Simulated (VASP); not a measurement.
TiTe2:

```
Ti Te
1.0
     3.77700    0.00000    0.00000
    -1.88850    3.27098    0.00000
     0.00000    0.00000    6.49800
Ti Te
1 2
Direct
  0.00000 0.00000 0.00000
  0.66667 0.33333 0.26280
  0.33333 0.66667 0.73720
```

Base run:

```yaml
Program: VASP 6.6.1
Functional: PBE
Potentials_or_basis: VASP PAW PBE potentials, release 64 (Ti_sv, Te)
Cutoff: 520 eV
k_mesh: 9 × 9 × 5
Occupations: fermi-dirac, width 0.05 eV
Spin: no spin polarisation
```

Its results: band gap on the k mesh none (metal or under the smearing width); pressure 0.9 GPa; largest force 0.034 eV/Å.

Q: The run is repeated on the same cell with these changes: functional from PBE to PBEsol. What comes out?

A: Band gap on the k mesh none (metal or under the smearing width); pressure -2.2 GPa; largest force 0.099 eV/Å.

PBEsol binds more tightly than PBE, so the same cell stands under less pressure.

Caveats: this functional lacks dispersion, which binds the layers, so the pressure and a relaxed spacing across them are unreliable; the PAW data sets were made with another functional, which shifts forces and pressure a little (some runs).

Not every run made on this cell is shown here.
